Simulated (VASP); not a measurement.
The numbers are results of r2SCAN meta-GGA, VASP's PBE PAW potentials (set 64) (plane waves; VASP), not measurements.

VASP input:

KPOINTS:
```
Automatic mesh
0
Gamma
12 12 7
0 0 0
```

**INCAR**
```
SYSTEM = Lu
PREC = Accurate
ENCUT = 520
EDIFF = 1E-7
NELM = 100
ALGO = Normal
LREAL = .FALSE.
LASPH = .TRUE.
ISMEAR = 1
SIGMA = 0.1
METAGGA = R2SCAN
LMIXTAU = .TRUE.
LMAXMIX = 6
LWAVE = .FALSE.
LCHARG = .FALSE.
ISIF = 4
IBRION = 2
NSW = 30
EDIFFG = -0.01
```

### POSCAR
```
Lu
1.0
  1.7207016324  -2.9803427379   0.0000000000
  1.7207016324   2.9803427379   0.0000000000
  0.0000000000   0.0000000000   5.3576544615
Lu
2
Cart
  1.7207016324   0.9934495662   1.3394136154
  1.7207016324  -0.9934495662   4.0182408461
```

POTCAR, in this order: Lu_3 (PBE.64 set). Program: vasp_std.

Output

OSZICAR:
```
       N       E                     dE             d eps       ncg     rms          rms(c)
DAV:   1    -0.176462873009E+02   -0.17646E+02   -0.89566E+03  3284   0.157E+03
DAV:   2    -0.750313202039E+02   -0.57385E+02   -0.56276E+02  3384   0.746E+02
DAV:   3    -0.776843778909E+02   -0.26531E+01   -0.24841E+01  3574   0.708E+01
DAV:   4    -0.778012896127E+02   -0.11691E+00   -0.11219E+00  3671   0.103E+01
DAV:   5    -0.778047523958E+02   -0.34628E-02   -0.34677E-02  3318   0.184E+00    0.327E+01
DAV:   6    -0.763161790037E+02    0.14886E+01   -0.50303E-01  3134   0.181E+01    0.173E+01
DAV:   7    -0.749812016784E+02    0.13350E+01   -0.46353E-01  3515   0.131E+01    0.558E-01
DAV:   8    -0.762635946005E+02   -0.12824E+01   -0.43572E-01  3685   0.855E+00    0.272E+00
DAV:   9    -0.761266186213E+02    0.13698E+00   -0.70460E-02  3208   0.377E+00    0.845E-01
DAV:  10    -0.761242263369E+02    0.23923E-02   -0.11176E-03  3322   0.722E-01    0.872E-01
DAV:  11    -0.761262443888E+02   -0.20181E-02   -0.34409E-04  3299   0.294E-01    0.459E-01
DAV:  12    -0.761208797099E+02    0.53647E-02   -0.23151E-02  2703   0.170E+00    0.863E-02
DAV:  13    -0.761215741953E+02   -0.69449E-03   -0.11438E-03  3464   0.597E-01    0.102E-01
DAV:  14    -0.761215979518E+02   -0.23756E-04   -0.39806E-05  3279   0.890E-02    0.102E-01
DAV:  15    -0.761213629396E+02    0.23501E-03   -0.13609E-04  3144   0.161E-01    0.788E-02
DAV:  16    -0.761217033921E+02   -0.34045E-03   -0.23866E-04  3435   0.207E-01    0.708E-02
DAV:  17    -0.761217282067E+02   -0.24815E-04   -0.21328E-05  3205   0.527E-02    0.429E-02
DAV:  18    -0.761217507412E+02   -0.22535E-04   -0.10702E-04  3094   0.123E-01    0.459E-02
DAV:  19    -0.761217789868E+02   -0.28246E-04   -0.76827E-06  3190   0.514E-02    0.264E-02
DAV:  20    -0.761217663252E+02    0.12662E-04   -0.28214E-06  3118   0.198E-02    0.282E-02
DAV:  21    -0.761217791856E+02   -0.12860E-04   -0.18537E-06  3219   0.253E-02    0.350E-03
DAV:  22    -0.761217808934E+02   -0.17078E-05   -0.58205E-07  2886   0.111E-02    0.309E-03
DAV:  23    -0.761217830818E+02   -0.21884E-05   -0.77141E-08  1483   0.694E-03    0.232E-03
DAV:  24    -0.761217830114E+02    0.70428E-07   -0.15370E-07  1677   0.988E-03
   1 F= -.76121783E+02 E0= -.76121682E+02  d E =-.761218E+02
       N       E                     dE             d eps       ncg     rms          rms(c)
DAV:   1    -0.761222385509E+02   -0.45547E-03   -0.18688E-02  3034   0.197E+00    0.101E-01
DAV:   2    -0.761220186023E+02    0.21995E-03   -0.64621E-04  3329   0.350E-01    0.666E-02
DAV:   3    -0.761219791908E+02    0.39412E-04   -0.54206E-05  3533   0.132E-01    0.313E-02
DAV:   4    -0.761219662075E+02    0.12983E-04   -0.49086E-05  3710   0.776E-02    0.217E-02
DAV:   5    -0.761219668007E+02   -0.59322E-06   -0.85690E-06  3279   0.324E-02    0.106E-02
DAV:   6    -0.761219670049E+02   -0.20418E-06   -0.33337E-07  2033   0.105E-02    0.399E-03
DAV:   7    -0.761219669146E+02    0.90271E-07   -0.47768E-08  1402   0.713E-03
   2 F= -.76121967E+02 E0= -.76121844E+02  d E =-.183903E-03
       N       E                     dE             d eps       ncg     rms          rms(c)
DAV:   1    -0.761220332754E+02   -0.66271E-04   -0.29860E-03  3034   0.785E-01    0.401E-02
DAV:   2    -0.761219993971E+02    0.33878E-04   -0.10392E-04  3319   0.141E-01    0.270E-02
DAV:   3    -0.761219935640E+02    0.58332E-05   -0.87124E-06  3509   0.534E-02    0.128E-02
DAV:   4    -0.761219911079E+02    0.24560E-05   -0.78324E-06  3718   0.312E-02    0.865E-03
DAV:   5    -0.761219914372E+02   -0.32932E-06   -0.13838E-06  3158   0.130E-02    0.434E-03
DAV:   6    -0.761219914399E+02   -0.26926E-08   -0.42559E-08  1339   0.449E-03
   3 F= -.76121991E+02 E0= -.76121862E+02  d E =-.208429E-03
```

OUTCAR:
```
------------------------ aborting loop because EDIFF is reached ----------------------------------------
  FORCE on cell =-STRESS in cart. coord.  units (eV):
  Direction    XX          YY          ZZ          XY          YZ          ZX
  --------------------------------------------------------------------------------------
  Total        1.1965752      1.1965753      1.1866471      0.0000000     -0.0000000      0.0000000
  in kB       34.8878409     34.8878431     34.5983730      0.0000000     -0.0000000      0.0000000
  external PRESSURE =      34.7913523 kB  Pullay stress =       0.0000000 kB
  volume of cell :       54.95
      direct lattice vectors                 reciprocal lattice vectors
     1.723196063 -2.984663226  0.000000000     0.290158509 -0.167523088  0.000000000
     1.723196063  2.984663226 -0.000000000     0.290158509  0.167523088  0.000000000
    -0.000000000  0.000000000  5.342154615     0.000000000  0.000000000  0.187190389
 POSITION                                       TOTAL-FORCE (eV/Angst)
 -----------------------------------------------------------------------------------
      1.72320      0.99489      1.33554        -0.000000      0.000000      0.000000
      1.72320     -0.99489      4.00662         0.000000     -0.000000      0.000000
 -----------------------------------------------------------------------------------
    total drift:                                0.000000      0.000066     -0.000011
  FREE ENERGIE OF THE ION-ELECTRON SYSTEM (eV)
  ---------------------------------------------------
  free  energy   TOTEN  =       -76.1219914399 eV

  energy  without entropy=      -76.1216040186  energy(sigma->0) =      -76.12186230

 reached required accuracy - stopping structural energy minimisation
```
(Selected blocks of OUTCAR.)

File CONTCAR:
```
Lu
   1.00000000000000
     1.7231960633450201   -2.9846632263609072    0.0000000000000000
     1.7231960633450201    2.9846632263609072   -0.0000000000000000
    -0.0000000000000000    0.0000000000000000    5.3421546148402381
  Lu
     2
Direct
     0.3333330000000032    0.6666669999999968    0.2500000000000000
     0.6666669999999968    0.3333330000000032    0.7500000000000000
```

The compound is Lu in the hcp structure. This cell is one point of a volume scan, at 0.94 of the reference volume. Symmetry was kept, so distortions that lower it aren't found.
